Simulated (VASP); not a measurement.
Input:

```yaml
crystal:
  lattice:
    - [0.00000, 2.14228, 2.14228]
    - [2.14228, 0.00000, 2.14228]
    - [2.14228, 2.14228, 0.00000]
  atoms:
    - { symbol: Si, position: [0.00000, 0.00000, 0.00000] }
    - { symbol: C, position: [0.25000, 0.25000, 0.25000] }
```

The numbers are results of optB86b-vdW, VASP's PBE PAW potentials (set 64) (plane waves; VASP), not measurements. Numerical set-up: 520 eV cut-off, 10×10×10 Γ-centred mesh, Gaussian smearing of 0.050 eV, potentials Si C.

Problem. Estimate the energy per atom (σ→0), pressure, band gap (on the k-mesh) with the smallest direct gap where there is one.

Solution. 
| Item | Result |
|---|---|
| band gap (on the k-mesh) | 1.35 eV |
| smallest direct gap (on the k-mesh) | 4.63 eV |
| energy per atom (σ→0) | -6.463 eV/atom |
| pressure | 14.99 GPa |

Total energies compare only between runs with the same potentials, cut-off and functional.

The compound is SiC in the zinc blende structure. This cell is one point of a volume scan, at 0.94 of the reference volume.
